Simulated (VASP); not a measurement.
Level of theory: PBE GGA, VASP's PBE PAW potentials (set 64) (plane waves; VASP).

A VASP calculation is set up with these files.

File KPOINTS:
```
Automatic
0
G
  10 10 6
0 0 0
```

### INCAR
```
SYSTEM = GaN
PREC = Accurate; ENCUT = 520; LREAL = .FALSE.
LASPH = .TRUE.
EDIFF = 1E-6; NELM = 100; ALGO = Normal
LMAXMIX = 4
ISMEAR = 0; SIGMA = 0.05
GGA = PE
ISIF = 2
LWAVE = .FALSE.; LCHARG = .FALSE.
```

**POSCAR**
```
GaN
1
    1.5950000000    -2.7626210000     0.0000000000
    1.5950000000     2.7626210000     0.0000000000
    0.0000000000     0.0000000000     5.1900000000
Ga N
2 2
Direct
  0.6666670000   0.3333330000   0.5000000000
  0.3333330000   0.6666670000   0.0000000000
  0.6666670000   0.3333330000   0.8770000000
  0.3333330000   0.6666670000   0.3770000000
```

POTCAR, in this order: Ga_d N (PBE.64 set). Program: vasp_std.

Q: What will the output report for the number of irreducible k-points (NKPTS), number of bands (NBANDS), largest plane-wave count, number of space-group operations, FFT grid (NGX, NGY, NGZ)?

A: 
```json
{
  "number of irreducible k-points (NKPTS)": "56",
  "number of bands (NBANDS)": "22",
  "largest_plane_wave_count": "1250",
  "number_of_space_group_operations": "12",
  "FFT grid (NGX, NGY, NGZ)": "24 × 24 × 40"
}
```

The compound is GaN in the wurtzite structure. The cell was not relaxed at this level. The run is one of a series of settings (KPOINTS 10×10×6 Γ-centred mesh against the base run), some of them coarse on purpose.
